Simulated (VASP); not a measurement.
## SiF: optical spectrum with LDA

SiF:

```
Si F
1.0
     1.33860    0.77284    3.89831
    -1.33860    0.77284    3.89831
     0.00000   -1.54568    3.89831
Si F
1 1
Direct
  0.50000 0.50000 0.50000
  0.00000 0.00000 0.00000
```

The cell was built by a generator and needn't be a form met in nature.

| Property | Result |
| --- | --- |
| Program | VASP 6.6.1 |
| Task | optical spectrum |
| Functional | LDA |
| Potentials or basis | VASP PAW LDA potentials, release 64 (Si, F) |
| Cutoff | 520 eV |
| k mesh | 12 × 12 × 12 |
| Occupations | gaussian, width 0.02 eV |
| Spin | no spin polarisation |
| Further INCAR settings | ALGO = Normal; EDIFF = 1e-06; NBANDS = 30 |

```
Pressure               : -6.5 GPa
Band gap on the k mesh : none (metal or under the smearing width)
```

Stress tensor (GPa, compression positive):
```
-5.03  0.00  0.00
 0.00 -5.03  0.00
 0.00  0.00 -9.54
```

Levels at points of the mesh, in eV from the Fermi level:
| k point | band 2 | band 3 | band 4 | band 5 | band 6 | band 7 | band 8 | band 9 |
| --- | --- | --- | --- | --- | --- | --- | --- | --- |
| (0.00, 0.00, 0.00) | -10.78 | -7.48 | -3.54 | -3.54 | 3.15 | 7.41 | 10.84 | 10.84 |
| (0.50, 0.00, 0.00) | -8.14 | -5.94 | -4.54 | -4.12 | -2.13 | 2.73 | 5.98 | 8.33 |
| (0.50, 0.50, 0.00) | -7.66 | -6.75 | -5.04 | -4.19 | -1.61 | 5.09 | 6.39 | 6.53 |
| (0.50, 0.50, 0.50) | -12.47 | -3.55 | -3.55 | -3.35 | -0.91 | 10.47 | 10.47 | 11.93 |

Dielectric function (mean over the directions given):
```tsv
energy (eV)	real part	imaginary part
0.27	64.00	8.77
0.72	-20.70	47.67
1.26	4.41	3.37
1.71	0.07	9.13
2.25	0.11	0.74
2.79	5.19	0.63
3.24	5.76	4.57
3.78	6.05	5.58
4.23	4.82	4.52
4.77	2.38	5.90
5.31	1.47	5.75
5.76	0.40	5.86
6.30	1.24	5.47
6.84	0.50	3.64
7.29	-1.09	3.68
7.83	-0.52	2.49
8.28	0.16	2.42
8.81	0.41	2.96
9.35	0.23	2.39
9.80	0.05	1.80
10.34	-0.84	1.72
10.79	-0.19	1.39
11.33	0.08	1.10
11.87	0.32	1.03
12.32	0.23	1.30
12.86	0.25	1.05
13.40	0.23	1.04
13.85	0.41	0.97
14.39	0.06	0.74
14.84	0.44	0.96
15.38	0.37	0.61
15.92	0.59	0.57
16.37	0.60	0.80
16.91	0.68	0.79
17.36	0.60	0.75
17.90	0.31	0.86
18.44	0.18	0.72
18.89	0.23	0.48
19.43	0.51	0.29
19.97	0.42	0.55
```

Run time: 3.7 min on 1 thread of Intel(R) Xeon(R) Platinum 8488C (Sapphire Rapids) (shared host), peak memory 0.28 GiB.

Caveat: spectra need much finer meshes, so this one isn't converged; independent-particle spectra lack excitons; the intraband (Drude) part of a metal's response may be missing; an odd number of electrons without spin polarisation forces a metal; a magnetic or distorted state may lie lower.
